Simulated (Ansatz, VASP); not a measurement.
This is a calculation of AlSi2Cl for Ansatz 0.2.0.

Contents of input.yaml:

```yaml
crystal:
  lattice:
    - [3.8280057374, 0.0, 0.0]
    - [-1.9140028687, 3.3151502102, 0.0]
    - [0.0, 0.0, 5.0229085678]
  atoms:
    - { symbol: Al, position: [0.66666667, 0.33333333, 0.5] }
    - { symbol: Si, position: [0.0, 0.0, 0.74681759] }
    - { symbol: Si, position: [0.0, 0.0, 0.25318241] }
    - { symbol: Cl, position: [0.33333333, 0.66666667, 0.0] }
kpoints:
  mp_grid: { grid: [8, 8, 6] }
scf:
  occupations: { method: fermi_dirac, width: 0.05 }
hamiltonian:
  xc: pbe
  pseudopotentials: { kind: all_electron, lapw: { basis_error: 0.001 } }
output:
  forces: true
  stress: true
  eigenvalues: true
```

Potentials or basis: all-electron LAPW, scalar-relativistic.

Run with:

```bash
$ ansatz run input.yaml --threads 2 --pin off --max-ram 6144MiB --backend cpu --events-out ev --progress --plain --runs-dir out
```

Question: Translate it to VASP 6.6.1. Potentials there: VASP PAW PBE potentials, release 64 (Al, Si, Cl).

Answer: As run (the cutoff follows the program's own potentials):

INCAR

```
ALGO = Normal
EDIFF = 1E-6
ENCUT = 520
GGA = PE
ISIF = 2
ISMEAR = -1
LASPH = True
LCHARG = False
LREAL = False
LWAVE = False
NBANDS = 17
NELM = 100
PREC = Accurate
SIGMA = 0.05
```

KPOINTS

```
k-points
0
Gamma
  8 8 6
```

POSCAR

```
AlSi2Cl
1.0
    3.8280057374      0.0000000000      0.0000000000
   -1.9140028687      3.3151502102      0.0000000000
    0.0000000000      0.0000000000      5.0229085678
Al Si Cl
1 2 1
Direct
    0.6666666700      0.3333333300      0.5000000000
    0.0000000000      0.0000000000      0.7468175900
    0.0000000000      0.0000000000      0.2531824100
    0.3333333300      0.6666666700      0.0000000000
```

Potentials or basis: VASP PAW PBE potentials, release 64 (Al, Si, Cl).

Launch:

```console
$ cat potpaw_PBE.64/Al/POTCAR potpaw_PBE.64/Si/POTCAR potpaw_PBE.64/Cl/POTCAR > POTCAR
$ mpirun -np 1 vasp_std > vasp.out
```

Both were run:

|  | VASP | Ansatz | Ansatz less VASP |
| --- | --- | --- | --- |
| gap on the k mesh at the Fermi level (eV) | none | none | - |
| pressure (GPa) | 18.7 | 18.7 | -0.03 |
| largest component of the traceless stress (GPa) | 5.97 | 5.84 | -0.129 |
| rms of the force components (eV/Å) | 0.364 | 0.364 | -0.0004 |

Atom by atom the forces differ by 0.000 eV/Å (rms over components). A gap of «none» marks a metal or a gap that the smearing closes. Ansatz ran all-electron here, so the differences hold the error of VASP's frozen core and of both bases.

Caveats: so large a pressure means that the cell lies far from this level's equilibrium, or that cutoff or potentials fall short (VASP).
